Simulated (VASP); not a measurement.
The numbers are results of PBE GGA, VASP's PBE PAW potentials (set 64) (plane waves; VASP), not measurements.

Input for VASP

### KPOINTS
```
kpoints
0
Gamma
  6 6 3
```

### INCAR
```
! general
SYSTEM   =  PtSe2
PREC     =  Accurate
ENCUT    =  520
LREAL    =  .FALSE.   ! projection in real space or not
LASPH    =  .TRUE.

! electronic loop
EDIFF    =  1E-6   ! SCF stop (eV)
NELM     =  100   ! most electronic steps
ALGO     =  Normal   ! blocked Davidson
LMAXMIX  =  6   ! l cut-off of mixed one-centre charges

! smearing
ISMEAR   =  0   ! Gaussian
SIGMA    =  0.05

! functional
GGA      =  PE   ! PBE

! output
LWAVE    =  .FALSE.
LCHARG   =  .TRUE.
```

POSCAR:
```
PtSe2
1
    1.8748874681    -3.2474006003     0.0000000000
    1.8748874681     3.2474006003     0.0000000000
    0.0000000000     0.0000000000     6.4583816317
Pt Se
1 2
Direct
  0.0000000000   0.0000000000   0.0000000000
  0.3333330000   0.6666670000   0.2025801933
  0.6666670000   0.3333330000   0.7974198067
```

POTCAR, in this order: Pt Se (PBE.64 set). Program: vasp_std.

Without a dispersion term in the relaxation, distances and binding between the weakly bound layers, chains or molecules are unreliable, and so is what depends on them.

Problem. What does the run give for the energy per atom (σ→0)?

Solution. 
| Quantity | Value |
|---|---|
| energy per atom (σ→0) | -4.767 eV/atom |

File OSZICAR:
```
...
DAV:   7    -0.143228871321E+02    0.19626E+00   -0.96766E-01   517   0.105E+01    0.350E+00
DAV:   8    -0.143048460050E+02    0.18041E-01   -0.72774E-02   650   0.192E+00    0.793E-01
DAV:   9    -0.143008230518E+02    0.40230E-02   -0.13082E-02   566   0.125E+00    0.200E-01
DAV:  10    -0.143011470581E+02   -0.32401E-03   -0.20039E-03   587   0.322E-01    0.583E-02
DAV:  11    -0.143011651712E+02   -0.18113E-04   -0.70945E-05   678   0.831E-02    0.259E-02
DAV:  12    -0.143011754564E+02   -0.10285E-04   -0.30588E-05   552   0.421E-02    0.298E-03
DAV:  13    -0.143011761159E+02   -0.65950E-06   -0.15842E-06   550   0.941E-03
   1 F= -.14301176E+02 E0= -.14301176E+02  d E =-.241576E-13
```

The compound is PtSe2 in the 1T layered structure. It was relaxed first, which changed the volume by +28 %.
